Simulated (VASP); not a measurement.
An input for Quantum ESPRESSO's pw.x (written as the equivalent of a VASP run, and not itself run):

```
&CONTROL
  calculation = 'scf'
  pseudo_dir = './pseudo'
  outdir = './out'
  tprnfor = .true.
  tstress = .true.
/
&SYSTEM
  ibrav = 0
  nat = 3
  ntyp = 2
  ecutwfc = 84
  occupations = 'smearing'
  smearing = 'gaussian'
  degauss = 0.003675
  input_dft = 'pbesol'
/
&ELECTRONS
  conv_thr = 7.3e-09
  electron_maxstep = 100
/
ATOMIC_SPECIES
  Pt 195.084 Pt.upf
  S 32.060 S.upf
CELL_PARAMETERS angstrom
     1.7829133   -3.0417751    0.0000000
     1.7829133    3.0417751    0.0000000
     0.0000000    0.0000000    4.7509090
ATOMIC_POSITIONS crystal
  Pt   1.0000000  0.0000000  0.0000000
  S    0.3333330  0.6666670  0.2483771
  S    0.6666670  0.3333330  0.7516229
K_POINTS automatic
  8 8 4 0 0 0
```

Problem. Write the VASP files for the same calculation (PBEsol).

Solution. Several could match; the one computed here: 
**POSCAR**
```
PtS2
1
    1.7829133278    -3.0417750933     0.0000000000
    1.7829133278     3.0417750933     0.0000000000
    0.0000000000     0.0000000000     4.7509089928
Pt S
1 2
Direct
  1.0000000000   0.0000000000   0.0000000000
  0.3333330000   0.6666670000   0.2483770636
  0.6666670000   0.3333330000   0.7516229364
```

INCAR:
```
# general
SYSTEM  = PtS2
PREC    = Accurate
ENCUT   = 480   # plane-wave cut-off (eV)
LREAL   = .FALSE.   # projection in real space or not
LASPH   = .TRUE.   # aspherical one-centre terms

# electronic loop
EDIFF   = 1E-7
NELM    = 100   # most electronic steps
ALGO    = Normal   # blocked Davidson
LMAXMIX = 6   # l cut-off of mixed one-centre charges

# smearing
ISMEAR  = 0
SIGMA   = 0.05   # width (eV)

# functional
GGA     = PS

# ions
ISIF    = 2   # forces and stress, cell fixed

# output
LWAVE   = .FALSE.
LCHARG  = .FALSE.
```

File KPOINTS:
```
Automatic mesh
0
Gamma
8 8 4
0 0 0
```

POTCAR, in this order: Pt S (PBE.64 set). Program: vasp_std.

Limits of the translation: the potentials are each code's own (VASP's PAW set, PseudoDojo norm-conserving files in pw.x), so ENCUT and ecutwfc are chosen apart and not converted; conv_thr bounds pw.x's estimated SCF error, while EDIFF bounds the energy change between steps.

The compound is PtS2 in the 1T layered structure. This cell was strained or had an atom moved on purpose.
